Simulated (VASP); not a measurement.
# Cu2B: relaxation of cell and atoms with PBE

The system is Cu2B.

```
CELL_PARAMETERS angstrom
0.00000 3.28347 3.28347
3.28347 0.00000 3.28347
3.28347 3.28347 0.00000
ATOMIC_POSITIONS crystal
Cu 0.12500 0.12500 0.12500
Cu 0.62500 0.12500 0.12500
Cu 0.12500 0.12500 0.62500
Cu 0.12500 0.62500 0.12500
B 0.50000 0.50000 0.50000
B 0.75000 0.75000 0.75000
```

The cell was built by a generator and needn't be a form met in nature.

```
Program                : VASP 6.6.1
Task                   : relaxation of cell and atoms
Functional             : PBE
Potentials or basis    : VASP PAW PBE potentials, release 64 (Cu, B)
Cutoff                 : 600 eV
k mesh                 : 7 × 7 × 7
Occupations            : methfessel-paxton, width 0.1 eV
Spin                   : no spin polarisation
Further INCAR settings : ALGO = Normal; EDIFF = 1e-06; IBRION = 2; EDIFFG = -0.005; NSW = 40; ISIF = 3
```

```
Relaxed volume                         : 11.84 Å³/atom
Relaxed cell                           : a = 4.649 Å, b = 4.649 Å, c = 4.649 Å, α = 60.00°, β = 60.00°, γ = 60.00°
Space group after relaxing (to 0.05 Å) : Fd-3m (No. 227)
Energy gained by relaxing              : 0.0 meV/atom
Ionic steps                            : 6
Pressure after relaxing                : 0.0 GPa
Band gap on the k mesh                 : none (metal or under the smearing width)
```

Step by step:
| step | energy change (eV) | largest force (eV/Å) | pressure (GPa) | volume (Å³) |
| --- | --- | --- | --- | --- |
| 1 | 0.0000 | 0.0000 | 0.48 | 70.80 |
| 2 | -0.0001 | 0.0000 | -0.42 | 71.16 |
| 3 | -0.0003 | 0.0000 | 0.09 | 71.01 |
| 4 | -0.0003 | 0.0000 | -0.18 | 71.04 |
| 5 | -0.0003 | 0.0000 | 0.11 | 71.02 |
| 6 | -0.0003 | 0.0000 | 0.03 | 71.03 |

Final structure:
```xyz
6
Lattice="0.0000 3.2871 3.2871 3.2871 0.0000 3.2871 3.2871 3.2871 0.0000" Properties=species:S:1:pos:R:3 pbc="T T T"
Cu    0.8218    0.8218    0.8218
Cu    0.8218    2.4653    2.4653
Cu    2.4653    2.4653    0.8218
Cu    2.4653    0.8218    2.4653
B     3.2871    3.2871    3.2871
B     4.9306    4.9306    4.9306
```

Levels at points of the mesh, in eV from the Fermi level:
| k point | band 21 | band 22 | band 23 | band 24 | band 25 | band 26 | band 27 | band 28 | band 29 | band 30 |
| --- | --- | --- | --- | --- | --- | --- | --- | --- | --- | --- |
| (0.00, 0.00, 0.00) | -1.15 | -1.15 | -0.73 | -0.73 | -0.73 | 1.12 | 1.21 | 1.21 | 1.21 | 1.29 |

Run time: 120 s on 1 thread of Intel(R) Xeon(R) 6975P-C (Granite Rapids), with other jobs on the host, peak memory 0.26 GiB.
